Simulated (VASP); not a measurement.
Here is the system:

```
Ru
1.0
    1.35500    -2.34693     0.00000
    1.35500     2.34693     0.00000
    0.00000     0.00000     4.28000
Ru
2
Direct
  0.33333   0.66667   0.25000
  0.66667   0.33333   0.75000
```

These are vdW-DF2, VASP's PBE PAW potentials (set 64) (plane waves; VASP) values and carry that method's errors. Settings: 520 eV cut-off, 14×14×8 Γ-centred mesh, first-order Methfessel-Paxton smearing of 0.10 eV, potentials Ru_pv.

Energy and stress use the plane-wave basis of the starting cell.

Problem. The ions, cell shape and volume are relaxed. What does this cell relax into?

Solution. 
```
Ru
1.0
    1.39689    -2.41949     0.00000
    1.39689     2.41949     0.00000
    0.00000     0.00000     4.39511
Ru
2
Direct
  0.33333   0.66667   0.25000
  0.66667   0.33333   0.75000
```
Space group P6_3/mmc (194), at a tolerance of 0.03 Å.

Problem. How do energy and volume change from the first to the last step?

Solution. The energy (σ→0) changes by -95.8 meV/atom and the volume by +9.1 %, in 10 ionic steps.

```tsv
step	E(σ→0) (eV)	max force (eV/Å)	pressure (GPa)	volume (Å³)
1	-9.6213	0.000	26.91	27.22
2	-8.8672	0.000	-31.89	37.26
3	-9.8110	0.000	-1.94	29.94
4	-9.8124	0.000	-0.27	29.74
5	-9.8125	0.000	0.21	29.69
6	-9.8129	0.000	0.18	29.69
7	-9.8129	0.000	0.17	29.69
8	-9.8129	0.000	0.16	29.69
9	-9.8129	0.000	-0.29	29.74
10	-9.8129	0.000	0.04	29.71
```

The compound is Ru in the hcp structure. This run relaxes it. Symmetry was kept, so distortions that lower it aren't found.
